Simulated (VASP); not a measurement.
```
Cd4S3Te
1.0
    0.00000     2.98851     2.98851
    2.98851     0.00000     2.98851
   11.99505    11.99505    -0.04102
Cd Te S
4 1 3
Cartesian
 11.82411  11.82411   0.12992
  6.14464   6.14464   5.80939
  9.03920   9.03920   5.90333
  8.94450   8.94450   0.02102
  1.53900   1.53900   1.44951
  4.59001   4.59001   1.38700
  7.48416   7.48416   1.48136
 10.37887  10.37887   1.57516
```

The numbers are results of PBEsol GGA, VASP's PBE PAW potentials (set 64) (plane waves; VASP), not measurements. Numerical set-up: 400 eV cut-off, Gaussian smearing of 0.050 eV, potentials Cd Te S.

### Question
Give the energies of bands 27 to 40 at the high-symmetry points, in eV from the Fermi level.

### Answer

```csv
band,Γ,T,H2,L,S0,F
27,-3.59,-2.22,-5.07,-4.99,-5.07,-5.03
28,-2.01,-2.14,-4.64,-4.76,-4.64,-4.72
29,-2.01,-2.00,-3.76,-3.18,-3.75,-3.16
30,-1.75,-2.00,-3.70,-3.06,-3.69,-3.09
31,-1.75,-1.77,-3.55,-3.05,-3.56,-3.03
32,-1.46,-1.77,-3.00,-2.75,-3.00,-2.76
33,-1.46,-1.45,-2.65,-2.39,-2.67,-2.67
34,-1.09,-1.45,-2.57,-2.23,-2.57,-2.29
35,-0.22,0.00,-2.32,-2.08,-2.31,-1.70
36,0.00,0.00,-2.00,-1.10,-2.00,-1.09
37,0.00,0.56,2.86,2.03,2.84,1.54
38,1.20,0.72,3.01,2.20,3.06,2.09
39,1.29,1.34,3.20,2.35,3.16,2.63
40,2.59,2.56,3.53,2.70,3.54,2.71
```

It has no gap at this level: it comes out as a metal or semimetal.

The structure was generated: Cd4S3Te was put into an ordered model structure (R3m), which need not be its known phase. It was relaxed first.
